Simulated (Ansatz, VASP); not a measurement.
## One calculation of BePd3O4, two programs

```
Be Pd O
1.0
     3.43692    0.00000    0.00000
     0.00000    3.43692    0.00000
     0.00000    0.00000    7.77295
Be Pd O
1 3 4
Cartesian
  0.0000 0.0000 3.8865
  1.7185 1.7185 2.6079
  1.7185 1.7185 5.1651
  0.0000 0.0000 0.0000
  0.0000 1.7185 1.2598
  1.7185 0.0000 1.2598
  0.0000 1.7185 6.5132
  1.7185 0.0000 6.5132
```

Alike in both runs: functional PBE; k mesh 6 × 6 × 2; occupations gaussian, width 0.1 eV; no spin polarisation.

Ansatz relaxed the structure, and its values are those at the end. VASP's run is a single point on that final structure, the one shown.

|  | VASP | Ansatz |
| --- | --- | --- |
| version | VASP 6.6.1 | Ansatz 0.2.0 |
| potentials or method | VASP PAW PBE potentials, release 64 (Be, Pd, O) | scalar-relativistic, plane waves, PAW |
| plane-wave cutoff (eV) | 520 | 420 |
| valence electrons in the cell | 56 | 80 |

```csv
,VASP,Ansatz,Ansatz less VASP
gap on the k mesh at the Fermi level (eV),none,none,-
pressure (GPa),-0.1,0.1,+0.17
rms of the force components (eV/Å),0.007,0.002,-0.0048
```

A gap of «none» marks a metal or a gap that the smearing closes. The two sets of potentials don't hold the same shells in valence.

Caveats: the k mesh is coarse (spacing up to 0.40 Å⁻¹), so the values aren't converged.
